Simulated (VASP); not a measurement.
Input:

```
BP
1.0
    0.00000     2.27320     2.27320
    2.27320     0.00000     2.27320
    2.27320     2.27320     0.00000
B P
1 1
Direct
  0.00000   0.00000   0.00000
  0.25000   0.25000   0.25000
```

Calculation: modified Becke-Johnson potential (mBJ), VASP's PBE PAW potentials (set 64) (plane waves; VASP). Numerical set-up: 500 eV cut-off, 8×8×8 Γ-centred mesh, Gaussian smearing of 0.050 eV, potentials B P.

mBJ is a potential without an energy functional, so only the levels count.

Task: What does the run give for the band gap (over mesh and band path) with the smallest direct gap where there is one?

Result: 
| Property | Value |
|---|---|
| band gap (over mesh and band path) | 2.09 eV |
| smallest direct gap (over mesh and band path) | 4.26 eV |

Only differences to runs with the same potentials and settings are physical.

The structure comes from a computed database's BP entry (F-43m); how it stands against other phases isn't given here. It was relaxed first. The cell's shape comes from a PBE relaxation.
